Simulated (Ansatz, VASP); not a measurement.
## CO2: VASP beside Ansatz

Aim: how closely do two programs agree when they are given the same cell, functional and k mesh? The cell is taken from a series of runs on this material, whose earlier steps may have relaxed, scaled, displaced or heated it; both programs get it as it stands.

Program: Ansatz 0.2.0. Level of theory: plane waves, with VASP 6.6.1 beside it; zone-centre phonons at PBEsol. Results are calculated unless marked as measured.

### 1. Set-up

It takes space group I-42d (No. 122, tetragonal). Conventional cell: a = 3.918 Å, b = 3.918 Å, c = 5.936 Å, α = 90.00°, β = 90.00°, γ = 90.00°. Nearest to C lie 4 O at 1.39 Å. Nearest to O lie 2 C at 1.39 Å. Farther neighbours and most contacts between anions are not listed.

### 2. VASP: zone-centre phonons, PBEsol

Second derivatives magnify differences that forces hide, and they need a tight electronic threshold.

Lines of VASP's logs that name or quote its potential files are left out, and so is its time.

The input, INCAR:

```
SYSTEM = CO2
PREC = Accurate
ENCUT = 600
EDIFF = 1E-08
NELM = 120
ISMEAR = 0
SIGMA = 0.01
LREAL = .FALSE.
ALGO = Normal
GGA = PS
NBANDS = 22
LORBIT = 11
LWAVE = .FALSE.
LCHARG = .FALSE.
ISIF = 2
IBRION = 8
LASPH = .TRUE.
GGA_COMPAT = .FALSE.
EFERMI = MIDGAP
KPAR = 2
```

The input, POSCAR:

```
CO2
1.0
   -1.9590482919      1.9590482919      2.9679197017
    1.9590482919     -1.9590482919      2.9679197017
    1.9590482919      1.9590482919     -2.9679197017
C O
2 4
Direct
    0.7500000000      0.2500000000      0.5000000000
    0.0000000000      0.0000000000      0.0000000000
    0.7077368150      0.1250000000      0.0827368150
    0.0422631850      0.6250000000      0.9172631850
    0.3750000000      0.2922631850      0.4172631850
    0.8750000000      0.9577368150      0.5827368150
```

The input, KPOINTS:

```
Automatic mesh
0
Gamma
8 8 8
0 0 0
```

Potentials, in the order of the species: C and O (PBE family, release 64).

The run is started by

```console
> mpirun -np 2 vasp_std
```

Numbers of over 12 decimals in the logs are rounded to 6 here.

The program printed:

```text
[banner, memory and clock lines left out]
running    2 mpi-ranks, on    1 nodes
 distrk:  each k-point on    1 cores,    2 groups
 distr:  one band on    1 cores,    1 groups

 POSCAR found type information on POSCAR C O
 POSCAR found :  2 types and       6 ions
|                                                                             |
|               ----> ADVICE to this user running VASP <----                  |
|                                                                             |
|     You enforced a specific xc type in the INCAR file but a different       |
|     [... a line on the potential file left out ...]
|     I HOPE YOU KNOW WHAT YOU ARE DOING!                                     |
|                                                                             |

 LDA part: xc-table for (Slater+PW92), standard interpolation
 POSCAR, INCAR and KPOINTS ok, starting setup
 FFT: planning ... GRIDC
 FFT: planning ... GRID_SOFT
 FFT: planning ... GRID
 WAVECAR not read
 entering main loop
       N       E                     dE             d eps       ncg     rms          rms(c)
DAV:   1     0.182135292011E+03    0.18214E+03   -0.20554E+04  2596   0.163E+03
DAV:   2    -0.404302869923E+02   -0.22257E+03   -0.21319E+03  3456   0.340E+02
DAV:   3    -0.488659396509E+02   -0.84357E+01   -0.83905E+01  3304   0.677E+01
DAV:   4    -0.489495984391E+02   -0.83659E-01   -0.83567E-01  3186   0.747E+00
DAV:   5    -0.489508760322E+02   -0.12776E-02   -0.12771E-02  3292   0.889E-01    0.125E+01
DAV:   6    -0.462165892320E+02    0.27343E+01   -0.78184E+00  3142   0.217E+01    0.521E+00
DAV:   7    -0.461583799857E+02    0.58209E-01   -0.61755E-01  3184   0.597E+00    0.283E+00
DAV:   8    -0.461305877883E+02    0.27792E-01   -0.73169E-02  3052   0.252E+00    0.469E-01
DAV:   9    -0.461280117355E+02    0.25761E-02   -0.17146E-02  3184   0.106E+00    0.180E-01
DAV:  10    -0.461279933858E+02    0.18350E-04   -0.16647E-03  3178   0.341E-01    0.596E-02
DAV:  11    -0.461279632378E+02    0.30148E-04   -0.19787E-04  3202   0.108E-01    0.184E-02
DAV:  12    -0.461279681195E+02   -0.48817E-05   -0.15749E-05  3076   0.321E-02    0.459E-03
DAV:  13    -0.461279681895E+02   -0.70050E-07   -0.26062E-06  3226   0.119E-02    0.279E-03
DAV:  14    -0.461279682006E+02   -0.11082E-07   -0.32953E-07  3184   0.510E-03    0.849E-04
DAV:  15    -0.461279682721E+02   -0.71524E-07   -0.38652E-08  3154   0.140E-03    0.181E-04
DAV:  16    -0.461279682807E+02   -0.86034E-08   -0.23479E-09  1874   0.373E-04
   1 F= -.46127968E+02 E0= -.46127968E+02  d E =0.000000E+00
 Linear response reoptimize wavefunctions to high precision
DAV:   1    -0.461279682807E+02    0.42746E-10   -0.60020E-10  1946   0.177E-04
 Linear response DOF=           5
 Linear response progress:
  Degree of freedom:   1/  5
       N       E                     dE             d eps       ncg     rms          rms(c)
RMM:   1    -0.125768458968E+00   -0.12577E+00    0.20762E-01 32693   0.294E+00
RMM:   2    -0.108672340279E+00    0.17096E-01   -0.89637E-03 19983   0.764E-01    0.191E-01
RMM:   3    -0.108093696803E+00    0.57864E-03   -0.53762E-04 20582   0.141E-01    0.117E-01
RMM:   4    -0.107848297594E+00    0.24540E-03   -0.12518E-04 19963   0.910E-02    0.389E-02
RMM:   5    -0.107850421627E+00   -0.21240E-05   -0.31107E-05 20368   0.419E-02    0.701E-03
RMM:   6    -0.107837960738E+00    0.12461E-04   -0.29180E-06 20534   0.923E-03    0.141E-03
RMM:   7    -0.107839315681E+00   -0.13549E-05   -0.27717E-07 21069   0.289E-03    0.721E-04
RMM:   8    -0.107838793990E+00    0.52169E-06   -0.97910E-09 20441   0.975E-04    0.110E-04
RMM:   9    -0.107839093085E+00   -0.29910E-06    0.45984E-09 20947   0.274E-04    0.628E-05
RMM:  10    -0.107839077750E+00    0.15335E-07   -0.15030E-08 20730   0.143E-04    0.149E-05
RMM:  11    -0.107839110080E+00   -0.32330E-07    0.20361E-08 21211   0.452E-05    0.367E-06
RMM:  12    -0.107839114193E+00   -0.41126E-08   -0.32191E-10 21275   0.313E-05    0.215E-06
 first order change of Fermi-energy   0.61265E-05
 force on displaced ion       1 direction 1 : -35.524  -0.000   0.000
 Linear response progress:
  Degree of freedom:   2/  5
       N       E                     dE             d eps       ncg     rms          rms(c)
RMM:   1    -0.117875331619E+00   -0.11788E+00    0.22071E-01 18531   0.281E+00
RMM:   2    -0.107771415836E+00    0.10104E-01   -0.75580E-03 11330   0.693E-01    0.189E-01
RMM:   3    -0.107020949825E+00    0.75047E-03   -0.70547E-04 11784   0.153E-01    0.113E-01
RMM:   4    -0.106695643226E+00    0.32531E-03   -0.15902E-04 11603   0.904E-02    0.392E-02
RMM:   5    -0.106660269353E+00    0.35374E-04   -0.34514E-05 11718   0.405E-02    0.821E-03
RMM:   6    -0.106656154305E+00    0.41150E-05   -0.30799E-06 11793   0.962E-03    0.124E-03
RMM:   7    -0.106654984265E+00    0.11700E-05   -0.71515E-07 12193   0.241E-03    0.659E-04
RMM:   8    -0.106654508011E+00    0.47625E-06    0.74511E-08 11720   0.903E-04    0.110E-04
RMM:   9    -0.106654686607E+00   -0.17860E-06    0.67111E-08 12128   0.315E-04    0.752E-05
RMM:  10    -0.106654719582E+00   -0.32975E-07   -0.52079E-08 11971   0.160E-04    0.788E-06
RMM:  11    -0.106654725951E+00   -0.63694E-08    0.38899E-08 12034   0.449E-05    0.263E-06
 first order change of Fermi-energy   0.96079E-05
 force on displaced ion       1 direction 3 :   0.000   0.000 -36.778
 Linear response progress:
  Degree of freedom:   3/  5
       N       E                     dE             d eps       ncg     rms          rms(c)
RMM:   1    -0.377888772067E+00   -0.37789E+00    0.35044E-01 24250   0.409E+00
RMM:   2    -0.361639754822E+00    0.16249E-01   -0.13471E-02 19214   0.807E-01    0.312E-01
RMM:   3    -0.362646286344E+00   -0.10065E-02   -0.16612E-03 19961   0.243E-01    0.168E-01
RMM:   4    -0.364159878468E+00   -0.15136E-02   -0.57215E-04 19562   0.142E-01    0.535E-02
RMM:   5    -0.364553129021E+00   -0.39325E-03   -0.42101E-05 21142   0.398E-02    0.143E-02
RMM:   6    -0.364562541419E+00   -0.94124E-05   -0.11696E-06 21318   0.750E-03    0.425E-03
RMM:   7    -0.364546954826E+00    0.15587E-04    0.10683E-07 21160   0.333E-03    0.481E-04
RMM:   8    -0.364545090975E+00    0.18639E-05   -0.28026E-08 21578   0.686E-04    0.122E-04
RMM:   9    -0.364545564039E+00   -0.47306E-06   -0.24182E-08 21547   0.176E-04    0.387E-05
RMM:  10    -0.364545851311E+00   -0.28727E-06   -0.27738E-08 21501   0.891E-05    0.740E-06
RMM:  11    -0.364545797895E+00    0.53416E-07   -0.45179E-08 21564   0.526E-05    0.290E-06
RMM:  12    -0.364545834123E+00   -0.36228E-07   -0.10792E-07 20808   0.431E-05    0.447E-07
RMM:  13    -0.364545832156E+00    0.19664E-08   -0.21273E-08 17133   0.399E-05    0.166E-07
 first order change of Fermi-energy  -0.23163E-04
 force on displaced ion       3 direction 1 : -32.053  -0.002  15.536
 Linear response progress:
  Degree of freedom:   4/  5
       N       E                     dE             d eps       ncg     rms          rms(c)
RMM:   1    -0.383231380470E+00   -0.38323E+00    0.18727E-01 14947   0.392E+00
RMM:   2    -0.360591169104E+00    0.22640E-01   -0.12187E-02 11424   0.744E-01    0.338E-01
RMM:   3    -0.360673992168E+00   -0.82823E-04   -0.48039E-03 11356   0.412E-01    0.138E-01
RMM:   4    -0.361337926785E+00   -0.66393E-03   -0.19110E-04 11288   0.857E-02    0.745E-02
RMM:   5    -0.362100651383E+00   -0.76272E-03   -0.10268E-04 10500   0.616E-02    0.133E-02
RMM:   6    -0.362110237424E+00   -0.95860E-05   -0.18527E-05 11855   0.136E-02    0.406E-03
RMM:   7    -0.362090431111E+00    0.19806E-04   -0.20022E-06 11736   0.468E-03    0.804E-04
RMM:   8    -0.362093009949E+00   -0.25788E-05    0.15222E-06 12131   0.142E-03    0.373E-04
RMM:   9    -0.362092067370E+00    0.94258E-06   -0.23213E-07 11978   0.519E-04    0.110E-04
RMM:  10    -0.362091912197E+00    0.15517E-06    0.14743E-08 12185   0.237E-04    0.307E-05
RMM:  11    -0.362092052973E+00   -0.14078E-06    0.23185E-07 11905   0.110E-04    0.121E-05
RMM:  12    -0.362092167551E+00   -0.11458E-06    0.17525E-07 12294   0.677E-05    0.389E-06
RMM:  13    -0.362092172811E+00   -0.52597E-08    0.19195E-07 11983   0.529E-05    0.640E-07
RMM:  14    -0.362092175168E+00   -0.23574E-08    0.20161E-07 10933   0.487E-05    0.153E-07
RMM:  15    -0.362092173792E+00    0.13766E-08    0.20348E-07  8852   0.479E-05    0.596E-08
 first order change of Fermi-energy   0.67269E+00
 force on displaced ion       3 direction 2 :   0.000 -27.911  -0.000
 Linear response progress:
  Degree of freedom:   5/  5
       N       E                     dE             d eps       ncg     rms          rms(c)
RMM:   1    -0.377908391924E+00   -0.37791E+00    0.25491E-01 24298   0.394E+00
RMM:   2    -0.365303873243E+00    0.12605E-01   -0.12432E-02 19307   0.738E-01    0.270E-01
RMM:   3    -0.366577696129E+00   -0.12738E-02   -0.11902E-03 19826   0.209E-01    0.147E-01
RMM:   4    -0.368244799281E+00   -0.16671E-02   -0.48304E-04 18909   0.133E-01    0.426E-02
RMM:   5    -0.368608484103E+00   -0.36368E-03   -0.31519E-05 20780   0.344E-02    0.110E-02
RMM:   6    -0.368607801830E+00    0.68227E-06   -0.13373E-06 20684   0.839E-03    0.181E-03
RMM:   7    -0.368603875295E+00    0.39265E-05   -0.72070E-08 21022   0.189E-03    0.442E-04
RMM:   8    -0.368603113273E+00    0.76202E-06   -0.51499E-10 21242   0.545E-04    0.142E-04
RMM:   9    -0.368602625555E+00    0.48772E-06    0.38459E-10 21301   0.204E-04    0.410E-05
RMM:  10    -0.368602806017E+00   -0.18046E-06   -0.12370E-08 20388   0.930E-05    0.844E-06
RMM:  11    -0.368602814965E+00   -0.89480E-08   -0.33094E-09 21420   0.571E-05    0.323E-06
 first order change of Fermi-energy   0.20377E-04
 force on displaced ion       3 direction 3 :  15.532   0.003 -23.568
 Linear response finished
```

OUTCAR, selected parts (step 2):

```text
ion  position               nearest neighbor table
   1  0.750  0.250  0.500-   3 1.39   4 1.39   5 1.39   6 1.39
   2  0.000  0.000  0.000-   3 1.39   4 1.39   5 1.39   6 1.39
   3  0.708  0.125  0.083-   1 1.39   2 1.39
   4  0.042  0.625  0.917-   1 1.39   2 1.39
   5  0.375  0.292  0.417-   1 1.39   2 1.39
   6  0.875  0.958  0.583-   1 1.39   2 1.39

  LATTYP: Found a body centered tetragonal cell.
 ALAT       =     3.9180965838
 C/A-ratio  =     1.5149803677

 Subroutine GETGRP returns: Found  8 space group operations
 (whereof  4 operations were pure point group operations)

The static configuration has the point symmetry S_4 .
 The point group associated with its full space group is D_2d.

 Found     59 irreducible k-points:

   k-points           NKPTS =     59   k-points in BZ     NKDIM =     59   number of bands    NBANDS=     22

   dimension x,y,z NGX =    32 NGY =   32 NGZ =   32
   dimension x,y,z NGXF=    64 NGYF=   64 NGZF=   64

   ENCUT  =  600.0 eV  44.10 Ry    6.64 a.u.   8.11  8.11  8.11*2*pi/ulx,y,z

   NELECT =      32.0000    total number of electrons

 k-points in reciprocal lattice and weights: Automatic mesh
   0.00000000  0.00000000  0.00000000       0.002
   0.12500000  0.00000000  0.00000000       0.016
   0.25000000  0.00000000  0.00000000       0.016
   0.37500000 -0.00000000  0.00000000       0.016
   0.50000000  0.00000000  0.00000000       0.008
   0.12500000  0.12500000  0.00000000       0.016
   0.25000000  0.12500000  0.00000000       0.031
   0.37500000  0.12500000  0.00000000       0.031
   0.50000000  0.12500000  0.00000000       0.031
[...]
-0.37500000 -0.37500000  0.37500000       0.004
   0.50000000  0.50000000  0.50000000       0.002

 average (electrostatic) potential at core
       1 -55.0052       2 -55.0052       3 -72.2775       4 -72.2775       5 -72.2775
       6 -72.2775

 Eigenvectors and eigenvalues of the dynamical matrix
 ----------------------------------------------------

   1 f  =   32.889412 THz   206.650267 2PiTHz 1097.072679 cm-1   136.019615 meV
             X         Y         Z           dx          dy          dz
      0.000000  1.959048  1.483960    -0.000000    0.000000   -0.705766
      0.000000  0.000000  0.000000    -0.000000   -0.000000    0.705766
     -0.979524  1.303695  2.225940    -0.000000   -0.030782    0.000000
      2.938572  0.655353 -0.741980     0.000000    0.030782    0.000000
      0.655353  0.979524  0.741980    -0.030782   -0.000000   -0.000000
      1.303695  0.979524  3.709900     0.030782    0.000000   -0.000000

   2 f  =   32.580023 THz   204.706320 2PiTHz 1086.752581 cm-1   134.740087 meV
             X         Y         Z           dx          dy          dz
      0.000000  1.959048  1.483960    -0.000000    0.000000   -0.000000
      0.000000  0.000000  0.000000    -0.000000   -0.000000    0.000000
     -0.979524  1.303695  2.225940     0.377915    0.000000   -0.327384
      2.938572  0.655353 -0.741980    -0.377915    0.000000   -0.327384
      0.655353  0.979524  0.741980     0.000000    0.377915    0.327384
      1.303695  0.979524  3.709900     0.000000   -0.377915    0.327384

   3 f  =   31.863401 THz   200.203655 2PiTHz 1062.848662 cm-1   131.776380 meV
             X         Y         Z           dx          dy          dz
      0.000000  1.959048  1.483960     0.193911    0.616345    0.000000
      0.000000  0.000000  0.000000    -0.639872   -0.089699   -0.000000
     -0.979524  1.303695  2.225940     0.010269   -0.216047    0.029751
      2.938572  0.655353 -0.741980     0.010269   -0.216047   -0.029751
      0.655353  0.979524  0.741980     0.182947   -0.012127    0.035133
      1.303695  0.979524  3.709900     0.182947   -0.012127   -0.035133

   4 f  =   31.863401 THz   200.203655 2PiTHz 1062.848662 cm-1   131.776380 meV
             X         Y         Z           dx          dy          dz
      0.000000  1.959048  1.483960     0.616345   -0.193911   -0.000000
      0.000000  0.000000  0.000000    -0.089699    0.639872    0.000000
     -0.979524  1.303695  2.225940    -0.012127   -0.182947   -0.035133
      2.938572  0.655353 -0.741980    -0.012127   -0.182947    0.035133
      0.655353  0.979524  0.741980    -0.216047   -0.010269    0.029751
      1.303695  0.979524  3.709900    -0.216047   -0.010269   -0.029751

   5 f  =   27.612721 THz   173.495843 2PiTHz  921.061230 cm-1   114.196987 meV
             X         Y         Z           dx          dy          dz
      0.000000  1.959048  1.483960     0.000000    0.000000   -0.405532
      0.000000  0.000000  0.000000     0.000000   -0.000000   -0.405532
     -0.979524  1.303695  2.225940    -0.369991   -0.000000    0.175724
      2.938572  0.655353 -0.741980     0.369991   -0.000000    0.175724
      0.655353  0.979524  0.741980    -0.000000    0.369991    0.175724
      1.303695  0.979524  3.709900    -0.000000   -0.369991    0.175724

   6 f  =   27.120412 THz   170.402574 2PiTHz  904.639568 cm-1   112.160961 meV
             X         Y         Z           dx          dy          dz
      0.000000  1.959048  1.483960    -0.375334   -0.196509   -0.000000
      0.000000  0.000000  0.000000    -0.393669    0.156577   -0.000000
     -0.979524  1.303695  2.225940     0.426933   -0.004862   -0.358622
      2.938572  0.655353 -0.741980     0.426933   -0.004862    0.358622
      0.655353  0.979524  0.741980    -0.093623    0.022169    0.018622
      1.303695  0.979524  3.709900    -0.093623    0.022169   -0.018622

   7 f  =   27.120412 THz   170.402574 2PiTHz  904.639568 cm-1   112.160961 meV
             X         Y         Z           dx          dy          dz
      0.000000  1.959048  1.483960     0.196509   -0.375334    0.000000
      0.000000  0.000000  0.000000    -0.156577   -0.393669    0.000000
     -0.979524  1.303695  2.225940    -0.022169   -0.093623    0.018622
      2.938572  0.655353 -0.741980    -0.022169   -0.093623   -0.018622
      0.655353  0.979524  0.741980     0.004862    0.426933    0.358622
      1.303695  0.979524  3.709900     0.004862    0.426933   -0.358622

   8 f  =   25.345412 THz   159.249922 2PiTHz  845.431949 cm-1   104.820155 meV
             X         Y         Z           dx          dy          dz
      0.000000  1.959048  1.483960     0.121547    0.493815    0.000000
      0.000000  0.000000  0.000000     0.431715   -0.268792    0.000000
     -0.979524  1.303695  2.225940     0.127766   -0.149412   -0.236296
      2.938572  0.655353 -0.741980     0.127766   -0.149412    0.236296
      0.655353  0.979524  0.741980    -0.367358    0.051965    0.096106
      1.303695  0.979524  3.709900    -0.367358    0.051965   -0.096106

   9 f  =   25.345412 THz   159.249922 2PiTHz  845.431949 cm-1   104.820155 meV
             X         Y         Z           dx          dy          dz
      0.000000  1.959048  1.483960    -0.493815    0.121547    0.000000
      0.000000  0.000000  0.000000     0.268792    0.431715    0.000000
     -0.979524  1.303695  2.225940    -0.051965   -0.367358    0.096106
      2.938572  0.655353 -0.741980    -0.051965   -0.367358   -0.096106
      0.655353  0.979524  0.741980     0.149412    0.127766    0.236296
      1.303695  0.979524  3.709900     0.149412    0.127766   -0.236296

  10 f  =   23.468637 THz   147.457794 2PiTHz  782.829458 cm-1    97.058439 meV
             X         Y         Z           dx          dy          dz
      0.000000  1.959048  1.483960    -0.000000   -0.000000   -0.043532
      0.000000  0.000000  0.000000     0.000000    0.000000    0.043532
     -0.979524  1.303695  2.225940     0.000000    0.499052    0.000000
      2.938572  0.655353 -0.741980    -0.000000   -0.499052   -0.000000
      0.655353  0.979524  0.741980     0.499052    0.000000    0.000000
      1.303695  0.979524  3.709900    -0.499052    0.000000   -0.000000

  11 f  =   20.435885 THz   128.402450 2PiTHz  681.667734 cm-1    84.515989 meV
             X         Y         Z           dx          dy          dz
      0.000000  1.959048  1.483960     0.000000    0.000000    0.446131
      0.000000  0.000000  0.000000     0.000000    0.000000    0.446131
     -0.979524  1.303695  2.225940    -0.336314   -0.000000   -0.193330
      2.938572  0.655353 -0.741980     0.336314    0.000000   -0.193330
      0.655353  0.979524  0.741980     0.000000    0.336314   -0.193330
      1.303695  0.979524  3.709900    -0.000000   -0.336314   -0.193330

  12 f  =   19.154377 THz   120.350499 2PiTHz  638.921236 cm-1    79.216102 meV
             X         Y         Z           dx          dy          dz
      0.000000  1.959048  1.483960     0.000000   -0.000000    0.000000
      0.000000  0.000000  0.000000    -0.000000    0.000000    0.000000
     -0.979524  1.303695  2.225940    -0.000000    0.500000   -0.000000
      2.938572  0.655353 -0.741980     0.000000   -0.500000   -0.000000
      0.655353  0.979524  0.741980    -0.500000   -0.000000   -0.000000
      1.303695  0.979524  3.709900     0.500000   -0.000000   -0.000000

  13 f  =   15.956717 THz   100.259010 2PiTHz  532.258790 cm-1    65.991650 meV
             X         Y         Z           dx          dy          dz
      0.000000  1.959048  1.483960    -0.000000   -0.000000   -0.000000
      0.000000  0.000000  0.000000    -0.000000    0.000000   -0.000000
     -0.979524  1.303695  2.225940     0.327384    0.000000    0.377915
      2.938572  0.655353 -0.741980    -0.327384    0.000000    0.377915
      0.655353  0.979524  0.741980    -0.000000    0.327384   -0.377915
      1.303695  0.979524  3.709900     0.000000   -0.327384   -0.377915
    [... 43 further lines ...]
      0.655353  0.979524  0.741980     0.013053    0.425992    0.000063
      1.303695  0.979524  3.709900     0.013053    0.425992   -0.000063

 ELASTIC MODULI CONTR FROM IONIC RELAXATION (kBar)
 Direction    XX          YY          ZZ          XY          YZ          ZX
 --------------------------------------------------------------------------------
 XX       -2309.8966  -1237.7113   -947.1811      0.0000      0.0000     -0.0000
 YY       -1237.7113  -2309.8966   -947.1811      0.0000      0.0000     -0.0000
 ZZ        -947.1811   -947.1811   -505.7785      0.0000      0.0000     -0.0000
 XY           0.0000      0.0000      0.0000  -1048.0740      0.0000     -0.0000
 YZ          -0.0000      0.0000      0.0000      0.0000  -1261.6665      0.0000
 ZX          -0.0000     -0.0000     -0.0000     -0.0000      0.0000  -1246.1139
 --------------------------------------------------------------------------------
```

(Part 1 of 2 ends here.)

[Lines on the potential files, build, host, timing and source positions are cut from VASP's logs without a mark.]

[Logs are printed without paths, hosts, clocks, repeated set-up lines and the standing remarks that a program may print on its own settings, such as how far it seeks lower states.]

[Hosts, paths, dates, database ids (printed as entryN), source tags and the programs' standing remarks are cut or masked in the printed files.]
